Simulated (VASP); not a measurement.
Here is the system:

```
CELL_PARAMETERS angstrom
      0.00000     3.05442     3.05442
      3.05442     0.00000     3.05442
      3.05442     3.05442     0.00000
ATOMIC_POSITIONS crystal
  Ga 0.00000 0.00000 0.00000
  Sb 0.25000 0.25000 0.25000
```

Calculation: PBEsol GGA, VASP's PBE PAW potentials (set 64) (plane waves; VASP). Settings: 400 eV cut-off, Gaussian smearing of 0.050 eV, potentials Ga_d Sb.

Unless said otherwise, spin-orbit coupling is left out, though it shifts the bands of the heavy elements here.

Task: Give the energies of bands 7 to 12 at the high-symmetry points, in eV from the valence-band maximum.

Result: 
| band | Γ | X | U | L | W |
|---|---|---|---|---|---|
| 7 | 0.00 | -6.85 | -6.67 | -6.42 | -6.72 |
| 8 | 0.00 | -2.60 | -3.67 | -1.17 | -3.40 |
| 9 | 0.00 | -2.60 | -2.22 | -1.17 | -3.18 |
| 10 | 0.02 | 0.83 | 1.33 | 0.36 | 3.68 |
| 11 | 2.76 | 1.15 | 3.83 | 3.72 | 4.25 |
| 12 | 2.76 | 8.70 | 6.58 | 3.72 | 4.38 |

The gap is direct, 0.02 eV, from the valence maximum at Γ to the conduction minimum at Γ.

The compound is GaSb in the zinc blende structure. It was relaxed first.
